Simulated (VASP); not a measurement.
# Y2C in VASP: further runs

Runs on Y2C. Level: PBEsol. Tasks: single point.

Everything below comes from runs of VASP 6.6.1. Logs are shortened: lines on timing, memory, paths and dates and some standing lists are left out, and cuts for length are marked.

## 1. The structure

The cell holds a slab with vacuum, 6 atoms: a = 3.625 Å, b = 3.625 Å, c = 20.697 Å, α = 90.00°, β = 90.00°, γ = 120.00°.

## 2. Single point, PBEsol

The input, INCAR:

```
  PREC = Accurate
  ENCUT = 460
  EDIFF = 1E-7
  ISMEAR = 1
  SIGMA = 0.2
  LREAL = F
  LASPH = T
  NELM = 120
  ALGO = Normal
  ISIF = 2
  LWAVE = F
  LCHARG = F
  LDIPOL = T
  IDIPOL = 3
  DIPOL = 0.5 0.5 0.500
  GGA = PS
  NBANDS = 40
  LVHAR = T
  LVACPOTAV = T
```

The input, KPOINTS:

```
Automatic mesh
0
Gamma
  13 13 1
```

The input, POSCAR:

```
Y2C
1.0
    3.6248384738      0.0000000000      0.0000000000
   -1.8124192369      3.1392022029      0.0000000000
    0.0000000000      0.0000000000     20.6970909600
Y C
4 2
Direct
    0.0000000000      0.0000000000      0.2898958125
    0.3333333333      0.6666666667      0.4207881666
    0.6666666667      0.3333333333      0.5792118334
    0.0000000000      0.0000000000      0.7101041875
    0.6666666667      0.3333333333      0.3553419896
    0.3333333333      0.6666666667      0.6446580104
```

Potentials or basis: VASP PAW PBE potentials, release 64 (Y_sv, C).

On the command line:

```sh
$ cat potpaw_PBE.64/Y_sv/POTCAR potpaw_PBE.64/C/POTCAR > POTCAR
$ mpirun -np 1 vasp_std > vasp.out
```

OUTCAR:

```text
PREC = Accurate
   ENCUT = 460
   EDIFF = 1E-7
   ISMEAR = 1
   LREAL = F
   LASPH = T
   NELM = 120
   ISIF = 2
   GGA = PS

 Found     21 irreducible k-points:

 Following reciprocal coordinates:
            Coordinates               Weight
  0.000000  0.000000  0.000000      1.000000
  0.076923 -0.000000  0.000000      6.000000
  0.153846 -0.000000  0.000000      6.000000
  0.230769  0.000000  0.000000      6.000000
  0.307692 -0.000000  0.000000      6.000000
  0.384615 -0.000000  0.000000      6.000000
   k-points           NKPTS =     21   k-points in BZ     NKDIM =     21   number of bands    NBANDS=     40
   number of dos      NEDOS =    301   number of ions     NIONS =      6
   total plane-waves  NPLWV = 117600
   dimension x,y,z NGX =    28 NGY =   28 NGZ =  150
   dimension x,y,z NGXF=    56 NGYF=   56 NGZF=  300
   ions per type =               4   2
   NGX,Y,Z   is equivalent  to a cutoff of  12.84, 12.84, 12.05 a.u.
   NGXF,Y,Z  is equivalent  to a cutoff of  25.68, 25.68, 24.10 a.u.
 SYSTEM =  unknown system
   PREC   = accura    normal or accurate (medium, high low for compatibility)
   ISTART =      0    job   : 0-new  1-cont  2-samecut
   ICHARG =      2    charge: 1-file 2-atom 10-const
   ISPIN  =      1    spin polarized calculation?
   LNONCOLLINEAR =      F non collinear calculations
   LSORBIT =      F    spin-orbit coupling
   LASPH  =      T    aspherical Exc in radial PAW
   ENCUT  =  460.0 eV  33.81 Ry    5.81 a.u.   6.34  6.34 36.19*2*pi/ulx,y,z
   NELM   =    120;   NELMIN=  2; NELMDL= -5     # of ELM steps
   EDIFF  = 0.1E-06   stopping-criterion for ELM
   LREAL  =      F    real-space projection
   EDIFFG = 0.1E-05   stopping-criterion for IOM
   NSW    =      0    number of steps for IOM
   IBRION =     -1    ionic relax: 0-MD 1-quasi-New 2-CG
   NFREE  =      0    steps in history (QN), initial steepest desc. (CG)
   ISIF   =      2    stress and relaxation
   ISYM   =      2    0-nonsym 1-usesym 2-fastsym
   POTIM  = 0.5000    time-step for ionic-motion
   TEBEG  =    0.0;   TEEND  =   0.0 temperature during run
   PSTRESS=    0.0 pullay stress
   NELECT =      52.0000    total number of electrons
   NUPDOWN=      -1.0000    fix difference up-down
   EMIN   =  10.00;   EMAX   =-10.00  energy-range for DOS
   EFERMI =   0.00;   METHOD = LEGACY
   ISMEAR =     1;   SIGMA  =   0.20  broadening in eV -4-tet -1-fermi 0-gaus
   EFERMI_NEDOS =   21; number of points for ismear=-14 and -15
   IALGO  =     38    algorithm
   IMIX   =      4    mixing-type and parameters
     AMIX     =   0.40;   BMIX     =  1.00
     AMIX_MAG =   1.60;   BMIX_MAG =  1.00
  volume/ion in A,a.u.               =      39.25       264.89
  Fermi-wavevector in a.u.,A,eV,Ry     =   0.989472  1.869831 13.320851  0.979055
  Thomas-Fermi vector in A             =   2.121073
   LORBIT       =      0    0 simple, 1 ext, 2 COOP (PROOUT), +10 PAW based schemes
   GGA     = PS    functional components
   LHFCALC =     F    Hartree Fock is set to
   AEXX    =    0.0000 exact exchange contribution
   IVDW    =     0    specifies the selected vdW correction
   LEPSILON=     F    determine dielectric tensor
   LRPA    =     F    only Hartree local field effects (RPA)
 non-spin polarized calculation
 Methfessel and Paxton  Order N= 1 SIGMA  =   0.20
  energy-cutoff  :      460.00
  volume of cell :      235.51
 maximum number of plane-waves:      5303
 NGX is ok and might be reduce to    28
   NGX = 13   NGY = 13   NGZ = 73

 dipolmoment           0.000000      0.000000      0.000000 electrons x Angstroem

 number of electron      52.0000000 magnetization

 dipolmoment           0.000000      0.000000     -0.000000 electrons x Angstroem

 Free energy of the ion-electron system (eV)
  ---------------------------------------------------
  ext. energy  EPLUGINS =         0.00000000
  ---------------------------------------------------
  free energy    TOTEN  =       -47.26438849 eV

  energy without entropy =      -47.24904843  energy(sigma->0) =      -47.25927514

 E-fermi :   0.4904     XC(G=0):  -6.6182

 val. band max:        0.4731329681   @ k =   0.2308   0.0769   0.0000
 cond. band min:       0.4918841293   @ k =   0.3846   0.0769   0.0000
 fundamental gap:      0.0187511612
 Fermi energy:         0.4904409953

 k-point     1 :       0.0000    0.0000    0.0000
  band No.  band energies     occupation
      1     -41.8950      2.00000
      2     -41.8950      2.00000
      3     -41.4076      2.00000
      4     -41.3957      2.00000
      5     -22.1349      2.00000
      6     -22.1180      2.00000
[... 30 lines left out ...]
     37       4.0879     -0.00000
     38       4.0879     -0.00000

 k-point     2 :       0.0769   -0.0000    0.0000
  band No.  band energies     occupation
      1     -41.8926      2.00000
      2     -41.8925      2.00000
      3     -41.4052      2.00000
      4     -41.3936      2.00000
      5     -22.1282      2.00000
      6     -22.1126      2.00000
[... 30 lines left out ...]
     37       3.9223     -0.00000
     38       4.1295     -0.00000

 k-point     3 :       0.1538   -0.0000    0.0000
  band No.  band energies     occupation
      1     -41.8858      2.00000
      2     -41.8858      2.00000
      3     -41.3984      2.00000
      4     -41.3877      2.00000
      5     -22.1102      2.00000
      6     -22.0985      2.00000
[... 30 lines left out ...]
     37       4.1176     -0.00000
     38       4.1313     -0.00000

 k-point     4 :       0.2308    0.0000    0.0000
  band No.  band energies     occupation
      1     -41.8763      2.00000
      2     -41.8763      2.00000
      3     -41.3888      2.00000
      4     -41.3795      2.00000
      5     -22.0893      2.00000
      6     -22.0827      2.00000
[... 30 lines left out ...]
     37       4.2567     -0.00000
     38       4.3370     -0.00000

 k-point     5 :       0.3077   -0.0000    0.0000
  band No.  band energies     occupation
      1     -41.8661      2.00000
      2     -41.8661      2.00000
      3     -41.3785      2.00000
      4     -41.3710      2.00000
      5     -22.0927      2.00000
      6     -22.0913      2.00000
[... 30 lines left out ...]
     37       4.4629     -0.00000
     38       4.8211      0.00000

 k-point     6 :       0.3846   -0.0000    0.0000
  band No.  band energies     occupation
      1     -41.8577      2.00000
      2     -41.8577      2.00000
      3     -41.3696      2.00000
      4     -41.3641      2.00000
      5     -22.1531      2.00000
      6     -22.1516      2.00000
[... 30 lines left out ...]
     37       4.8385      0.00000
     38       5.0377      0.00000

 [... further k-points ...]

 [bands above 38 left out]

------------------------ aborting loop because EDIFF is reached ----------------------------------------

  FORCE on cell =-STRESS in cart. coord.  units (eV):
  Direction    XX          YY          ZZ          XY          YZ          ZX
  --------------------------------------------------------------------------------------
  -------------------------------------------------------------------------------------
  Total       -4.4569314     -4.4569314     -2.7520667     -0.0000000      0.0000000     -0.0000000
  in kB      -30.3200057    -30.3200057    -18.7220019     -0.0000000      0.0000000     -0.0000000
  external PRESSURE =     -26.4540044 kB  Pullay stress =       0.0000000 kB

 VOLUME and BASIS-vectors are now :
 -----------------------------------------------------------------------------
  energy-cutoff  :      460.00
  volume of cell :      235.51
      direct lattice vectors                 reciprocal lattice vectors
     3.624838474  0.000000000  0.000000000     0.275874362  0.159276137  0.000000000
    -1.812419237  3.139202203  0.000000000     0.000000000  0.318552274  0.000000000
     0.000000000  0.000000000 20.697090960     0.000000000  0.000000000  0.048315969

 POSITION                                       TOTAL-FORCE (eV/Angst)
 -----------------------------------------------------------------------------------
      0.00000      0.00000      6.00000         0.000000      0.000000      0.811649
     -0.00000      2.09280      8.70909        -0.000000      0.000000     -0.358279
      1.81242      1.04640     11.98800         0.000000     -0.000000      0.358279
      0.00000      0.00000     14.69709         0.000000      0.000000     -0.811649
      1.81242      1.04640      7.35455        -0.000000      0.000000     -0.534930
     -0.00000      2.09280     13.34255         0.000000     -0.000000      0.534930
 -----------------------------------------------------------------------------------
    total drift:                               -0.000000      0.000000     -0.000000

  FREE ENERGIE OF THE ION-ELECTRON SYSTEM (eV)
  ---------------------------------------------------
  free  energy   TOTEN  =       -47.2643884894 eV

  energy  without entropy=      -47.2490484299  energy(sigma->0) =      -47.25927514
```

It took 2.6 min on 1 thread of Intel Xeon 6975P-C (Granite Rapids), shared host; peak memory 0.41 GiB.

The run converged, but some of its settings lie outside the range that counts as converged, so its numbers aren't taken as properties of the slab.

What came out:

```
Free energy            : -47.2644 eV
Largest force          : 0.812 eV/Å
Band gap on the k mesh : none (metal or under the smearing width)
```

Caveat: the cutoff is under 1.25 times the usual one of these potentials, so pressure, stress and relaxed cells hold a basis-set (Pulay) error; the PAW data sets were made with another functional, which shifts forces and pressure a little.

## 3. Single point, PBEsol

This run uses another cell than the first one, of 31.67 Å³/atom, 0.807 times its volume.

Edit INCAR of step 2 so:

```diff
@@ -4,3 +4,3 @@
   ISMEAR = 1
-  SIGMA = 0.2
+  SIGMA = 0.1
   LREAL = F
```

The input, KPOINTS:

```
Automatic mesh
0
Gamma
  16 16 1
```

The input, POSCAR:

```
Y2C
1.0
    3.6248384738      0.0000000000      0.0000000000
   -1.8124192369      3.1392022029      0.0000000000
    0.0000000000      0.0000000000     16.6970909600
Y C
4 2
Direct
    0.0000000000      0.0000000000      0.2395626885
    0.3333333333      0.6666666667      0.4018119669
    0.6666666667      0.3333333333      0.5981880331
    0.0000000000      0.0000000000      0.7604373115
    0.6666666667      0.3333333333      0.3206873277
    0.3333333333      0.6666666667      0.6793126723
```

Potentials or basis: VASP PAW PBE potentials, release 64 (Y_sv, C).

On the command line:

```sh
$ cat potpaw_PBE.64/Y_sv/POTCAR potpaw_PBE.64/C/POTCAR > POTCAR
$ mpirun -np 1 vasp_std > vasp.out
```

Wall time 2.8 min (1 thread of Intel Xeon 6975P-C (Granite Rapids), shared host); peak memory 0.38 GiB.

These settings aren't checked as converged: the numbers below hold their error.

Results:

- Free energy: -47.2708 eV
- Largest force: 0.791 eV/Å
- Band gap on the k mesh: none (metal or under the smearing width)

Caveat: the cutoff is under 1.25 times the usual one of these potentials, so pressure, stress and relaxed cells hold a basis-set (Pulay) error; the PAW data sets were made with another functional, which shifts forces and pressure a little.
